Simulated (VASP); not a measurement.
Crystal: SnTe.

```xyz
2
Lattice="0.0000 3.1509 3.1509 3.1509 0.0000 3.1509 3.1509 3.1509 0.0000" Properties=species:S:1:pos:R:3 pbc="T T T"
Sn    0.0000    0.0000    0.0000
Te    3.1509    3.1509    3.1509
```

| Item | Value |
| --- | --- |
| Program | VASP 6.6.1 |
| Task | relaxation of cell and atoms |
| Functional | PBE |
| Potentials or basis | VASP PAW PBE potentials, release 64 (Sn_d, Te) |
| Cutoff | 520 eV |
| k mesh | 12 × 12 × 12 |
| Occupations | gaussian, width 0.02 eV |
| Spin | no spin polarisation |

At the start: pressure 2.3 GPa; volume 31.28 Å³/atom.

Q: Where does the relaxation end?

A: Over 3 steps the energy falls by 10.9 meV/atom and the volume is 32.90 Å³/atom (+5.2 %); space group Fm-3m (No. 225, to 0.05 Å).

The path:
| step | energy change (eV) | largest force (eV/Å) | pressure (GPa) | volume (Å³) |
| --- | --- | --- | --- | --- |
| 1 | 0.0000 | 0.0000 | 2.27 | 62.56 |
| 2 | -0.0205 | 0.0000 | -0.51 | 66.67 |
| 3 | -0.0219 | 0.0000 | 0.01 | 65.79 |

Final structure:
```
Sn Te
1.0
     0.00000    3.20419    3.20419
     3.20419    0.00000    3.20419
     3.20419    3.20419    0.00000
Sn Te
1 1
Direct
  0.00000 0.00000 0.00000
  0.50000 0.50000 0.50000
```
